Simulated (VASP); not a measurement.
VASP runs on CO$_{2}$ (space group Pa-3) share one base input (PBE GGA, plane waves, VASP's PBE PAW potentials (set 64)) and change the settings named in each case.

**KPOINTS**
```
Automatic mesh
0
Gamma
5 5 5
0 0 0
```

POSCAR:
```
CO2
1
    5.4459470000     0.0000000000     0.0000000000
    0.0000000000     5.4459470000     0.0000000000
    0.0000000000     0.0000000000     5.4459470000
C O
4 8
Direct
  0.0000000000   0.0000000000   0.0000000000
  0.5000000000   0.0000000000   0.5000000000
  0.5000000000   0.5000000000   0.0000000000
  0.0000000000   0.5000000000   0.5000000000
  0.1225400000   0.1225400000   0.1225400000
  0.8774600000   0.8774600000   0.8774600000
  0.3774600000   0.8774600000   0.6225400000
  0.6225400000   0.1225400000   0.3774600000
  0.6225400000   0.3774600000   0.8774600000
  0.3774600000   0.6225400000   0.1225400000
  0.8774600000   0.6225400000   0.3774600000
  0.1225400000   0.3774600000   0.6225400000
```

### INCAR
```
SYSTEM = CO2
PREC = Accurate
ENCUT = 400
EDIFF = 1E-6
NELM = 100
ALGO = Normal
LREAL = .FALSE.
LASPH = .TRUE.
ISMEAR = 0
SIGMA = 0.02
GGA = PE
LWAVE = .FALSE.
LCHARG = .FALSE.
ISIF = 2
```

POTCAR, in this order: C O (PBE.64 set). Program: vasp_std.

| change | E(σ→0) (eV/atom) | pressure (GPa) | largest force (eV/Å) |
|---|---|---|---|
| base run | -7.6623 | 2.86 | 1.957 |
| GGA removed, POTCAR C O (LDA.64 set) | -8.3083 | -2.30 | 1.392 |
| GGA = PS | -7.9370 | 1.15 | 1.854 |
| GGA = RP | -7.3778 | 6.13 | 2.215 |
| GGA = RE | -7.3951 | 5.53 | 2.133 |
| GGA removed, LMIXTAU = .TRUE., METAGGA = R2SCAN | -8.5969 | -0.75 | 1.225 |
| GGA = 91 | -7.6824 | 2.23 | 1.823 |
 Energies of different potentials or functionals have different zeros.  At 400 eV the pressure can carry a Pulay error.

Left out are runs that ran out of time, are held back, or changed the cell or the kind of run, fixed moments of cells without a moment, rows past the twelfth, gaps on odd meshes, pressures of charged cells and columns that move by less than the noise.

The structure comes from a computed database's CO2 entry; how it stands against other phases isn't given here. The cell was not relaxed at this level, forces remain on its atoms, its lattice was scaled by up to 2.5 %.
